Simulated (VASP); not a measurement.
Here is the system:

```
MgS
1.0
    0.00000     2.44177     2.44177
    2.44177     0.00000     2.44177
    2.44177     2.44177     0.00000
Mg S
1 1
Cartesian
  0.00000   0.00000   0.00000
  2.44177   2.44177   2.44177
```

The numbers are results of PBEsol GGA, VASP's PBE PAW potentials (set 64) (plane waves; VASP), not measurements. Numerical set-up: 500 eV cut-off, 9×9×9 Γ-centred mesh, Gaussian smearing of 0.050 eV, potentials Mg S.

Energy and stress use the plane-wave basis of the starting cell.

Question: The ions, cell shape and volume at an external pressure of 30.0 GPa are relaxed. What does this cell relax into?

Answer: 
```
MgS
1.0
    0.00000     2.39485     2.39485
    2.39485     0.00000     2.39485
    2.39485     2.39485     0.00000
Mg S
1 1
Cartesian
  0.00000   0.00000   0.00000
  2.39485   2.39485   2.39485
```
Space group Fm-3m (225), at a tolerance of 0.03 Å.

Question: How do energy and volume change from the first to the last step?

Answer: The energy (σ→0) changes by +126.5 meV/atom and the volume by -5.7 %, in 3 ionic steps.

The structure was generated: MgS was put into the rock salt type (Fm-3m), which need not be its known phase. This run relaxes it under an external pressure of 30 GPa. Symmetry was kept, so distortions that lower it aren't found.
